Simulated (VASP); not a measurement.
Crystal: Be2Al5.

```
Be Al
1.0
     6.41056    0.00000    0.00000
     0.00000    6.41056    0.00000
     0.00000    0.00000    2.68806
Be Al
2 5
Cartesian
  3.2053 0.0000 0.0000
  0.0000 3.2053 0.0000
  5.0686 5.0686 1.3440
  1.3420 1.3420 1.3440
  1.3420 5.0686 1.3440
  5.0686 1.3420 1.3440
  3.2053 3.2053 1.3440
```

The cell was built by a generator and needn't be a form met in nature.

```yaml
Program: VASP 6.6.1
Task: relaxation of cell and atoms
Functional: revPBE
Potentials_or_basis: VASP PAW PBE potentials, release 64 (Be, Al)
Cutoff: 600 eV
k_mesh: 3 × 3 × 7
Occupations: fermi-dirac, width 0.05 eV
Spin: no spin polarisation
```

At the start: pressure 1.4 GPa; volume 15.78 Å³/atom.

**Question.** How do energy, volume and symmetry change on relaxing?

**Answer.** Over 9 steps the energy falls by 3.1 meV/atom and the volume is 16.04 Å³/atom (+1.7 %); space group P4/mmm (No. 123, to 0.05 Å).

The path:
```tsv
step	energy change (eV)	largest force (eV/Å)	pressure (GPa)	volume (Å³)
1	0.0000	0.0454	1.40	110.47
2	-0.0115	0.0327	-0.12	112.68
3	-0.0115	0.0319	-0.21	112.82
4	-0.0155	0.0263	-0.29	112.84
5	-0.0208	0.0014	-0.35	112.85
6	-0.0209	0.0074	-0.35	112.85
7	-0.0209	0.0038	-0.35	112.85
8	-0.0213	0.0044	0.17	112.02
9	-0.0215	0.0042	-0.01	112.31
```

Final structure:
```xyz
7
Lattice="6.3901 0.0000 0.0000 0.0000 6.3901 0.0000 0.0000 0.0000 2.7504" Properties=species:S:1:pos:R:3 pbc="T T T"
Be    3.1951    0.0000    0.0000
Be    0.0000    3.1951    0.0000
Al    5.0584    5.0584    1.3752
Al    1.3318    1.3318    1.3752
Al    1.3318    5.0584    1.3752
Al    5.0584    1.3318    1.3752
Al    3.1951    3.1951    1.3752
```

Caveat: the PAW data sets were made with another functional, which shifts forces and pressure a little.
